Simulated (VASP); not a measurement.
Consider the following.

```
HfS2
1.0
    1.83513    -3.17854     0.00000
    1.83513     3.17854     0.00000
    0.00000     0.00000     7.81196
Hf S
1 2
Direct
  0.00000   0.00000   0.00000
  0.33333   0.66667   0.18484
  0.66667   0.33333   0.81516
```

These are revPBE GGA, VASP's PBE PAW potentials (set 64) (plane waves; VASP 6.6.1) values and carry that method's errors. Run with 520 eV cut-off, 8×8×3 Γ-centred mesh, tetrahedra with Blöchl corrections, potentials Hf_pv S.

Without a dispersion term in the relaxation, distances and binding between the weakly bound layers, chains or molecules are unreliable, and so is what depends on them.

Q: Predict the energy per atom (σ→0).

A: 
```json
{
  "energy per atom (σ→0)": "-7.370 eV/atom"
}
```

The absolute energy has meaning only against runs of the same code, potentials and settings.

The compound is HfS2 in the 1T layered structure. It was relaxed first, which changed the volume by +37 %.
